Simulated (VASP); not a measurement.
Input:

CeO2 is modelled in the cubic space group Fm-3m (No. 225), the fluorite structure, Pearson symbol cF12. Lattice parameters: a = b = c = 5.4667 Å, α = β = γ = 90.00°. Ce on 4a is surrounded by 8 O at 2.367 Å (cubic). O on 8c sees 4 Ce at 2.367 Å (tetrahedral). (Neighbours: up to the widest gap in distance over summed covalent radii, below 1.35, at either atom; cation-cation and far metal-metal contacts left out.)
(The calculation used a cell of 3 atoms; values per cell refer to that cell.)

These are PBE GGA, VASP's PBE PAW potentials (set 64) (plane waves; VASP) values and carry that method's errors. Run with 520 eV cut-off, 7×7×7 Γ-centred mesh, Gaussian smearing of 0.050 eV, potentials Ce O.

Question: Give the energy at these volumes per atom, relative to the lowest: 12.78, 13.18, 13.59, 14.00, 14.41 Å³.

Answer: 31.3, 7.7, 0.0, 5.5, 22.4 meV/atom. A third-order Birch-Murnaghan fit gives B0 = 173 GPa and B0′ = 4.5.

Measured: bulk modulus 220 GPa (computed value off by -21.4 %), as given by High Pressure Brillouin Spectroscopy and X-ray Diffraction of Cerium Dioxide, PMC8269805; a 5.391 Å at 0 K (computed value off by +1.4 %), as given by Stimac et al., (2024), arXiv:2411.06536 [extrapolated to 0 K]. The calculation is for a static lattice, while the measured bulk modulus holds thermal and zero-point effects, which are part of the difference.

The compound is CeO2 in the fluorite structure. It was relaxed first. The run is not spin-polarised, so no magnetic state was tried.
